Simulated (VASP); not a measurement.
Here is the system:

```yaml
crystal:
  lattice:
    - [1.64007, -2.84068, 0.00000]
    - [1.64007, 2.84068, 0.00000]
    - [0.00000, 0.00000, 12.85041]
  atoms:
    - { symbol: W, position: [0.33333, 0.66667, 0.25000] }
    - { symbol: W, position: [0.66667, 0.33333, 0.75000] }
    - { symbol: Se, position: [0.33333, 0.66667, 0.88139] }
    - { symbol: Se, position: [0.66667, 0.33333, 0.38139] }
    - { symbol: Se, position: [0.66667, 0.33333, 0.11861] }
    - { symbol: Se, position: [0.33333, 0.66667, 0.61861] }
```

These are PBE GGA with D4 dispersion, VASP's PBE PAW potentials (set 64) (plane waves; VASP) values and carry that method's errors. Settings: 520 eV cut-off, 9×9×2 Γ-centred mesh, tetrahedra with Blöchl corrections, potentials W_sv Se.

Predict the energy per atom (σ→0).

| Item | Result |
|---|---|
| energy per atom (σ→0) | -7.678 eV/atom |

Only differences to runs with the same potentials and settings are physical.

The compound is WSe2 in the 2H layered structure. It was relaxed first.
